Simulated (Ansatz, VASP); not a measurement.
One calculation of Sc3Te, two programs

```
CELL_PARAMETERS angstrom
0.00000 3.56950 3.56950
3.56950 0.00000 3.56950
3.56950 3.56950 0.00000
ATOMIC_POSITIONS crystal
Sc 0.25000 0.25000 0.25000
Sc 0.75000 0.75000 0.75000
Sc 0.50000 0.50000 0.50000
Te 0.00000 0.00000 0.00000
```

The cell was built by a generator and needn't be a form met in nature.

Alike in both runs: task single point; functional PBE; k mesh 5 × 5 × 5; occupations fermi-dirac, width 0.05 eV; no spin polarisation; Hubbard terms Sc d U = 6 eV.

```csv
,VASP,Ansatz
version,VASP 6.6.1,Ansatz 0.2.0
potentials or method,"VASP PAW PBE potentials, release 64 (Sc_sv, Te)",Ansatz PAW
plane-wave cutoff (eV),520,420
valence electrons in the cell,39,49
```

|  | VASP | Ansatz | Ansatz less VASP |
| --- | --- | --- | --- |
| gap on the k mesh at the Fermi level (eV) | none | none | - |
| pressure (GPa) | 12.3 | 11.7 | -0.54 |

The programs project onto different local orbitals, so the same U acts differently. A gap of «none» marks a metal or a gap that the smearing closes. The two sets of potentials don't hold the same shells in valence.

Caveats: U without spin polarisation on a metal has little footing; the U is typed as a test and isn't derived for this compound. The runs have no spin-orbit coupling, so splittings on Te are missing.
